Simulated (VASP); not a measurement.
The cell holds one Ba (bcc) (100) slab, with vacuum along c, ions free to move until forces fall under 0.03 eV/Å, no reconstruction beyond this cell, dipole correction on.

```
Ba
1.0
    4.89596     0.00000     0.00000
    0.00000     4.89596     0.00000
    0.00000     0.00000    24.42127
Ba
4
Direct
  0.50000   0.00000   0.34808
  0.00000   0.50000   0.45405
  0.50000   0.00000   0.54595
  0.00000   0.50000   0.65192
```

Computed with PBEsol GGA, VASP's PBE PAW potentials (set 64) (plane waves; VASP 6.6.1). Settings: 400 eV cut-off, 6×6×1 Γ-centred mesh, first-order Methfessel-Paxton smearing of 0.10 eV, potentials Ba_sv.

Slab and bulk use different k-meshes, so the surface energy is good to a few per cent at best. Unless said otherwise, spin-orbit coupling is left out, though it shifts the bands of the heavy elements here.

The surface energy comes out as 0.37 J/m², the work function is 2.35 eV and the band gap (on the k-mesh) is none (metal, semimetal or under 0.01 eV).

The cell is a thin slab with vacuum, built from Ba (bcc): (100) face.
